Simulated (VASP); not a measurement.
An input for Quantum ESPRESSO's pw.x (written as the equivalent of a VASP run, and not itself run):

```
&CONTROL
  calculation = 'vc-relax'
  pseudo_dir = './pseudo'
  outdir = './out'
  tprnfor = .true.
  tstress = .true.
  nstep = 60
  forc_conv_thr = 0.00078
/
&SYSTEM
  ibrav = 0
  nat = 3
  ntyp = 2
  ecutwfc = 82.3
  occupations = 'smearing'
  smearing = 'gaussian'
  degauss = 0.003675
  input_dft = 'pz'
/
&ELECTRONS
  conv_thr = 7.3e-08
  electron_maxstep = 100
/
&IONS
/
&CELL
/
ATOMIC_SPECIES
  Te 127.600 Te.upf
  W 183.840 W.upf
CELL_PARAMETERS angstrom
     3.4816119   -0.0000000    0.0000000
    -1.7408059    3.0151643   -0.0000000
     0.0000000   -0.0000000   17.4271911
ATOMIC_POSITIONS crystal
  Te   0.3333330  0.6666670  0.8966635
  Te   0.3333330  0.6666670  0.1033365
  W    1.0000000  0.0000000  0.0000000
K_POINTS automatic
  7 7 2 0 0 0
```

**Question.** Write the VASP files for the same calculation (LDA).

**Answer.** One answer among several that fit: 
### KPOINTS
```
Automatic mesh
0
Gamma
7 7 2
0 0 0
```

INCAR:
```
SYSTEM = Te2W
PREC = Accurate
ENCUT = 400
EDIFF = 1E-6
NELM = 100
ALGO = Normal
LREAL = .FALSE.
LASPH = .TRUE.
ISMEAR = 0
SIGMA = 0.05
LMAXMIX = 6
LWAVE = .FALSE.
LCHARG = .FALSE.
IBRION = 2
ISIF = 3
NSW = 60
EDIFFG = -0.02
```

File POSCAR:
```
Te2W
1
    3.4816118786    -0.0000000000     0.0000000000
   -1.7408059393     3.0151642838    -0.0000000000
    0.0000000000    -0.0000000000    17.4271911282
Te W
2 1
Direct
  0.3333330000   0.6666670000   0.8966635260
  0.3333330000   0.6666670000   0.1033364740
  1.0000000000   0.0000000000   0.0000000000
```

POTCAR, in this order: Te W_sv (LDA.64 set). Program: vasp_std.

What does not carry over: the potentials are each code's own (VASP's PAW set, PseudoDojo norm-conserving files in pw.x), so ENCUT and ecutwfc are chosen apart and not converted; conv_thr bounds pw.x's estimated SCF error, while EDIFF bounds the energy change between steps; forc_conv_thr acts on force components and is met together with etot_conv_thr.

The cell is a sheet with vacuum, built from a database entry that may be metastable or hypothetical.
